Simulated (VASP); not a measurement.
Consider the following.

```xyz
2
Lattice="0.0000 3.2405 3.2405 3.2405 0.0000 3.2405 3.2405 3.2405 0.0000" Properties=species:S:1:pos:R:3 pbc="T T T"
K      0.0000     0.0000     0.0000
Br     3.2405     3.2405     3.2405
```

These are PBE GGA with D4 dispersion, VASP's PBE PAW potentials (set 64) (plane waves; VASP) values and carry that method's errors. Numerical set-up: 520 eV cut-off, 7×7×7 Γ-centred mesh, Gaussian smearing of 0.050 eV, potentials K_sv Br.

Problem. Give the stress tensor in GPa (positive for a compressed cell).

Solution. 
```
1.10  0.00  0.00
0.00  1.10  0.00
0.00  0.00  1.10
```
The pressure is its mean diagonal, 1.10 GPa.

The compound is KBr in the rock salt structure. This cell is one point of a volume scan, at 0.94 of the reference volume.
